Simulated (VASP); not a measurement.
Level of theory: PBEsol GGA, VASP's PBE PAW potentials (set 64) (plane waves; VASP).

VASP input:

**KPOINTS**
```
Automatic mesh
0
Gamma
7 7 1
0 0 0
```

File POSCAR:
```
MgO(100) slab
1
    2.9769200000     0.0000000000     0.0000000000
    0.0000000000     2.9769200000    -0.0000000000
   -0.0000000000    -0.0000000000    27.6300000000
O Mg
6 6
Direct
  0.0000000000   0.5000000000   0.3095370000
  0.0000000000   0.5000000000   0.4619070000
  0.5000000000   0.0000000000   0.3857220000
  0.0000000000   0.5000000000   0.6142780000
  0.5000000000   0.0000000000   0.5380930000
  0.5000000000   0.0000000000   0.6904630000
  0.5000000000   0.0000000000   0.3095370000
  0.0000000000   0.5000000000   0.3857220000
  0.5000000000   0.0000000000   0.4619070000
  0.0000000000   0.5000000000   0.5380930000
  0.5000000000   0.0000000000   0.6142780000
  0.0000000000   0.5000000000   0.6904630000
```

### INCAR
```
SYSTEM=MgO(100) slab
NSW=50   # most ionic steps
ISIF=2   # forces and stress, cell fixed
ISMEAR=0   # Gaussian
ENCUT=450   # plane-wave cut-off (eV)
NELM=100   # most electronic steps
EDIFFG=-0.03
IBRION=2
EDIFF=1E-5
IDIPOL=3
LCHARG=.FALSE.
ALGO=Normal   # blocked Davidson
PREC=Normal
NELMIN=4
LREAL=.FALSE.   # projection in real space or not
LDIPOL=.TRUE.
LASPH=.TRUE.   # aspherical one-centre terms
SIGMA=0.05   # width (eV)
LWAVE=.TRUE.
GGA=PS   # PBEsol
DIPOL=0.5 0.5 0.5
```

POTCAR, in this order: O Mg (PBE.64 set). Program: vasp_std.

The run wrote:

OUTCAR:
```
 ion  position               nearest neighbor table
   1  0.000  0.500  0.310-   8 2.10   7 2.11   7 2.11   7 2.11   7 2.11
   2  0.000  0.500  0.462-   8 2.10   9 2.11   9 2.11   9 2.11   9 2.11  10 2.11
   3  0.500  0.000  0.386-   9 2.10   7 2.10   8 2.11   8 2.11   8 2.11   8 2.11
   4  0.000  0.500  0.614-  10 2.10  12 2.10  11 2.11  11 2.11  11 2.11  11 2.11
   5  0.500  0.000  0.538-  11 2.10  10 2.11  10 2.11  10 2.11  10 2.11   9 2.11
   6  0.500  0.000  0.690-  11 2.10  12 2.11  12 2.11  12 2.11  12 2.11
   7  0.500  0.000  0.310-   3 2.10   1 2.11   1 2.11   1 2.11   1 2.11   8 2.98   8 2.98   8 2.98
                             8 2.98
   8  0.000  0.500  0.386-   2 2.10   1 2.10   3 2.11   3 2.11   3 2.11   3 2.11   9 2.98   9 2.98
                             9 2.98   9 2.98   7 2.98   7 2.98   7 2.98   7 2.98
   9  0.500  0.000  0.462-   3 2.10   2 2.11   2 2.11   2 2.11   2 2.11   5 2.11   8 2.98   8 2.98
                             8 2.98   8 2.98  10 2.98  10 2.98  10 2.98  10 2.98
  10  0.000  0.500  0.538-   4 2.10   5 2.11   5 2.11   5 2.11   5 2.11   2 2.11  11 2.98  11 2.98
                            11 2.98  11 2.98   9 2.98   9 2.98   9 2.98   9 2.98
  11  0.500  0.000  0.614-   5 2.10   6 2.10   4 2.11   4 2.11   4 2.11   4 2.11  10 2.98  10 2.98
                            10 2.98  10 2.98  12 2.98  12 2.98  12 2.98  12 2.98
  12  0.000  0.500  0.690-   4 2.10   6 2.11   6 2.11   6 2.11   6 2.11  11 2.98  11 2.98  11 2.98
                            11 2.98
  LATTYP: Found a simple tetragonal cell.
 ALAT       =     2.9769200000
 C/A-ratio  =     9.2814049420
 Subroutine PRICEL returns:
 Original cell was already a primitive cell.
 Subroutine GETGRP returns: Found 16 space group operations
The static configuration has the point symmetry D_2d.
 The point group associated with its full space group is D_4h.
The dynamic configuration has the point symmetry D_2d.
 Subroutine INISYM returns: Found 16 space group operations
 Subroutine IBZKPT returns following result:
 Found     10 irreducible k-points:

 Following reciprocal coordinates:
            Coordinates               Weight
  0.000000  0.000000  0.000000      1.000000
  0.142857  0.000000  0.000000      4.000000
  0.285714  0.000000  0.000000      4.000000
  0.428571  0.000000  0.000000      4.000000
  0.142857  0.142857  0.000000      4.000000
  0.285714  0.142857  0.000000      8.000000
  0.428571  0.142857  0.000000      8.000000
  0.285714  0.285714  0.000000      4.000000
  0.428571  0.285714  0.000000      8.000000
  0.428571  0.428571  0.000000      4.000000
   k-points           NKPTS =     10   k-points in BZ     NKDIM =     10   number of bands    NBANDS=     31
   number of dos      NEDOS =    301   number of ions     NIONS =     12
   total plane-waves  NPLWV =  36864
   dimension x,y,z NGX =    16 NGY =   16 NGZ =  144
   dimension x,y,z NGXF=    32 NGYF=   32 NGZF=  288
   ions per type =               6   6
   PREC   = normal    normal or accurate (medium, high low for compatibility)
   ISTART =      0    job   : 0-new  1-cont  2-samecut
   ICHARG =      2    charge: 1-file 2-atom 10-const
   ISPIN  =      1    spin polarized calculation?
   LNONCOLLINEAR =      F non collinear calculations
   LSORBIT =      F    spin-orbit coupling
   INIWAV =      1    electr: 0-lowe 1-rand  2-diag
   ENCUT  =  450.0 eV  33.07 Ry    5.75 a.u.   5.15  5.15 47.79*2*pi/ulx,y,z
   NELM   =    100;   NELMIN=  4; NELMDL= -5     # of ELM steps
   EDIFF  = 0.1E-04   stopping-criterion for ELM
   LREAL  =      F    real-space projection
   NLSPLINE    = F    spline interpolate recip. space projectors
   LMAXMIX     =    2 max onsite mixed and CHGCAR
   VOSKOWN=      0    Vosko Wilk Nusair interpolation
   EDIFFG = -.3E-01   stopping-criterion for IOM
   NSW    =     50    number of steps for IOM
   NBLOCK =      1;   KBLOCK =     50    inner block; outer block
   IBRION =      2    ionic relax: 0-MD 1-quasi-New 2-CG
   NFREE  =      1    steps in history (QN), initial steepest desc. (CG)
   ISIF   =      2    stress and relaxation
   ISYM   =      2    0-nonsym 1-usesym 2-fastsym
   TEIN   =    0.0    initial temperature
   TEBEG  =    0.0;   TEEND  =   0.0 temperature during run
   SMASS  =  -3.00    Nose mass-parameter (am)
   PSTRESS=    0.0 pullay stress
...
```

File OSZICAR:
```
       N       E                     dE             d eps       ncg     rms          rms(c)
DAV:   1     0.369340488416E+03    0.36934E+03   -0.19679E+04   652   0.114E+03
DAV:   2    -0.336172450394E+02   -0.40296E+03   -0.38785E+03   869   0.296E+02
DAV:   3    -0.827317936234E+02   -0.49115E+02   -0.48799E+02   753   0.112E+02
DAV:   4    -0.838245584441E+02   -0.10928E+01   -0.10904E+01   753   0.194E+01
DAV:   5    -0.838488907380E+02   -0.24332E-01   -0.24328E-01   762   0.267E+00    0.168E+01
DAV:   6    -0.745206209741E+02    0.93283E+01   -0.43330E+01   739   0.327E+01    0.571E+00
DAV:   7    -0.742780538346E+02    0.24257E+00   -0.12727E+00   760   0.552E+00    0.367E+00
DAV:   8    -0.739744038065E+02    0.30365E+00   -0.51173E-01   732   0.588E+00    0.695E-01
DAV:   9    -0.739530465626E+02    0.21357E-01   -0.10971E-01   739   0.179E+00    0.339E-01
DAV:  10    -0.739468193839E+02    0.62272E-02   -0.34740E-02   760   0.101E+00    0.336E-01
DAV:  11    -0.739439077867E+02    0.29116E-02   -0.38179E-03   809   0.518E-01    0.288E-01
DAV:  12    -0.739424131161E+02    0.14947E-02   -0.15098E-02   764   0.886E-01    0.923E-02
DAV:  13    -0.739423102379E+02    0.10288E-03   -0.26047E-03   734   0.370E-01    0.117E-01
DAV:  14    -0.739439858477E+02   -0.16756E-02   -0.42094E-03   679   0.393E-01    0.975E-02
DAV:  15    -0.739444781929E+02   -0.49235E-03   -0.20693E-03   677   0.294E-01    0.743E-02
DAV:  16    -0.739447492868E+02   -0.27109E-03   -0.10631E-03   666   0.220E-01    0.222E-02
DAV:  17    -0.739451606592E+02   -0.41137E-03   -0.23559E-04   627   0.831E-02    0.193E-02
DAV:  18    -0.739452087402E+02   -0.48081E-04   -0.60562E-05   592   0.562E-02    0.616E-03
DAV:  19    -0.739453350112E+02   -0.12627E-03   -0.62107E-05   685   0.487E-02    0.153E-02
DAV:  20    -0.739453938067E+02   -0.58796E-04   -0.17712E-05   491   0.321E-02    0.539E-03
DAV:  21    -0.739454531697E+02   -0.59363E-04   -0.41736E-05   598   0.388E-02    0.116E-02
DAV:  22    -0.739454972205E+02   -0.44051E-04   -0.93619E-06   438   0.240E-02    0.452E-03
DAV:  23    -0.739455018153E+02   -0.45948E-05   -0.33089E-06   464   0.110E-02
   1 F= -.73945502E+02 E0= -.73945502E+02  d E =-.739455E+02
       N       E                     dE             d eps       ncg     rms          rms(c)
DAV:   1    -0.739664010185E+02   -0.20904E-01   -0.53497E+00   664   0.138E+01    0.212E-01
DAV:   2    -0.739695889666E+02   -0.31879E-02   -0.70549E-02   697   0.155E+00    0.169E-01
DAV:   3    -0.739679442582E+02    0.16447E-02   -0.16891E-03   755   0.399E-01    0.119E-01
DAV:   4    -0.739660410860E+02    0.19032E-02   -0.23019E-03   803   0.535E-01    0.505E-02
DAV:   5    -0.739657229782E+02    0.31811E-03   -0.21395E-03   792   0.389E-01    0.304E-02
DAV:   6    -0.739659180013E+02   -0.19502E-03   -0.80433E-04   704   0.157E-01    0.376E-02
DAV:   7    -0.739658384541E+02    0.79547E-04   -0.10056E-04   760   0.905E-02    0.203E-02
DAV:   8    -0.739658880598E+02   -0.49606E-04   -0.13637E-04   691   0.103E-01    0.499E-03
DAV:   9    -0.739659362621E+02   -0.48202E-04   -0.58091E-05   690   0.511E-02    0.104E-02
DAV:  10    -0.739659574820E+02   -0.21220E-04   -0.42559E-06   429   0.137E-02    0.830E-03
DAV:  11    -0.739660333121E+02   -0.75830E-04   -0.60816E-05   599   0.549E-02    0.141E-02
DAV:  12    -0.739660333010E+02    0.11140E-07   -0.64596E-06   492   0.166E-02
   2 F= -.73966033E+02 E0= -.73966033E+02  d E =-.205315E-01
       N       E                     dE             d eps       ncg     rms          rms(c)
DAV:   1    -0.739661277984E+02   -0.94486E-04   -0.27341E-02   703   0.955E-01    0.142E-02
DAV:   2    -0.739661415013E+02   -0.13703E-04   -0.32493E-04   732   0.108E-01    0.115E-02
DAV:   3    -0.739661346052E+02    0.68961E-05   -0.11463E-05   478   0.292E-02    0.835E-03
DAV:   4    -0.739661295075E+02    0.50977E-05   -0.94037E-06   468   0.286E-02
   3 F= -.73966130E+02 E0= -.73966130E+02  d E =-.206277E-01
       N       E                     dE             d eps       ncg     rms          rms(c)
DAV:   1    -0.739669438522E+02   -0.80925E-03   -0.30806E-01   662   0.354E+00    0.568E-02
DAV:   2    -0.739671685849E+02   -0.22473E-03   -0.46242E-03   760   0.453E-01    0.412E-02
DAV:   3    -0.739670766437E+02    0.91941E-04   -0.19608E-04   784   0.132E-01    0.304E-02
DAV:   4    -0.739669983403E+02    0.78303E-04   -0.63690E-05   717   0.964E-02    0.173E-02
DAV:   5    -0.739669509060E+02    0.47434E-04   -0.12306E-04   743   0.142E-01    0.838E-03
DAV:   6    -0.739669584665E+02   -0.75606E-05   -0.10491E-04   669   0.799E-02    0.888E-03
DAV:   7    -0.739669601897E+02   -0.17232E-05   -0.87714E-06   422   0.285E-02
   4 F= -.73966960E+02 E0= -.73966960E+02  d E =-.830682E-03
```

**OUTCAR**
```
------------------------ aborting loop because EDIFF is reached ----------------------------------------
  FORCE on cell =-STRESS in cart. coord.  units (eV):
  Direction    XX          YY          ZZ          XY          YZ          ZX
  --------------------------------------------------------------------------------------
  Total       -4.5450473     -4.5450473     -0.7985598      0.0000000      0.0000000     -0.0000000
  in kB      -29.7395078    -29.7395078     -5.2251987      0.0000000      0.0000000     -0.0000000
  external PRESSURE =     -21.5680714 kB  Pullay stress =       0.0000000 kB
  volume of cell :      244.86
      direct lattice vectors                 reciprocal lattice vectors
     2.976920000  0.000000000  0.000000000     0.335917660  0.000000000  0.000000000
     0.000000000  2.976920000  0.000000000     0.000000000  0.335917660  0.000000000
     0.000000000  0.000000000 27.630000000     0.000000000  0.000000000  0.036192544
 POSITION                                       TOTAL-FORCE (eV/Angst)
 -----------------------------------------------------------------------------------
      0.00000      1.48846      8.52720         0.000000     -0.000000     -0.004302
      2.97692      1.48846     12.76249        -0.000000     -0.000000     -0.019863
      1.48846      2.97692     10.66249        -0.000000     -0.000000     -0.019254
      0.00000      1.48846     16.96751         0.000000     -0.000000      0.019254
      1.48846      2.97692     14.86751        -0.000000      0.000000      0.019863
      1.48846      2.97692     19.10280        -0.000000      0.000000      0.004302
      1.48846      2.97692      8.57553        -0.000000     -0.000000     -0.006182
      0.00000      1.48846     10.65320        -0.000000     -0.000000      0.013938
      1.48846      2.97692     12.76250         0.000000      0.000000      0.021428
      0.00000      1.48846     14.86750         0.000000     -0.000000     -0.021428
      1.48846      0.00000     16.97680        -0.000000      0.000000     -0.013938
      0.00000      1.48846     19.05447        -0.000000     -0.000000      0.006182
 -----------------------------------------------------------------------------------
    total drift:                                0.000000      0.000000      0.000000
  FREE ENERGIE OF THE ION-ELECTRON SYSTEM (eV)
  ---------------------------------------------------
  free  energy   TOTEN  =       -73.9669601897 eV

  energy  without entropy=      -73.9669601897  energy(sigma->0) =      -73.96696019

 reached required accuracy - stopping structural energy minimisation
```
(Selected blocks of OUTCAR.)

File CONTCAR:
```
MgO(100) slab
   1.00000000000000
     2.9769199999999998    0.0000000000000000    0.0000000000000000
     0.0000000000000000    2.9769199999999998    0.0000000000000000
     0.0000000000000000    0.0000000000000000   27.6299999999999990
  O               Mg
     6     6
Direct
     0.0000000000000000    0.5000000000000000    0.3086212293234422
     1.0000000000000000    0.5000000000000000    0.4619069199699045
     0.5000000000000000    1.0000000000000000    0.3859024643885423
     0.0000000000000000    0.5000000000000000    0.6140975356114576
     0.5000000000000000    1.0000000000000000    0.5380930800300956
     0.5000000000000000    1.0000000000000000    0.6913787706765577
     0.5000000000000000    1.0000000000000000    0.3103702311861404
     0.0000000000000000    0.5000000000000000    0.3855662443144303
     0.5000000000000000    1.0000000000000000    0.4619075251587997
     0.0000000000000000    0.5000000000000000    0.5380924748412004
     0.5000000000000000    0.0000000000000000    0.6144337556855698
     0.0000000000000000    0.5000000000000000    0.6896297688138595
```

At this cut-off the stress carries a Pulay error, which pulls relaxed volumes low.

The cell is a thin slab with vacuum, built from MgO (rock salt): (100) face.
